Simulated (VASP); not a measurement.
Input:

```
Dy
1.0
    1.79500    -3.10903     0.00000
    1.79500     3.10903     0.00000
    0.00000     0.00000     5.65000
Dy
2
Direct
  0.33333   0.66667   0.25000
  0.66667   0.33333   0.75000
```

Computed with RPBE GGA, VASP's PBE PAW potentials (set 64) (plane waves; VASP 6.6.1). Numerical set-up: 520 eV cut-off, 11×11×6 Γ-centred mesh, first-order Methfessel-Paxton smearing of 0.10 eV, potentials Dy_3.

The 4f electrons are frozen in the core of the lanthanide potential, so 4f levels, which can set the real gap, and their magnetism are missing. Energy and stress use the plane-wave basis of the starting cell.

Problem. The ions, cell shape and volume are relaxed. Which structure does the run end with?

Solution. 
```
Dy
1.0
    1.83934    -3.18584     0.00000
    1.83934     3.18584     0.00000
    0.00000     0.00000     5.67827
Dy
2
Direct
  0.33333   0.66667   0.25000
  0.66667   0.33333   0.75000
```
Space group P6_3/mmc (194), at a tolerance of 0.03 Å.

Problem. How do energy and volume change from the first to the last step?

Solution. The energy (σ→0) changes by -14.2 meV/atom and the volume by +5.5 %, in 6 ionic steps.

The compound is Dy in the hcp structure. This run relaxes it. Symmetry was kept, so distortions that lower it aren't found.
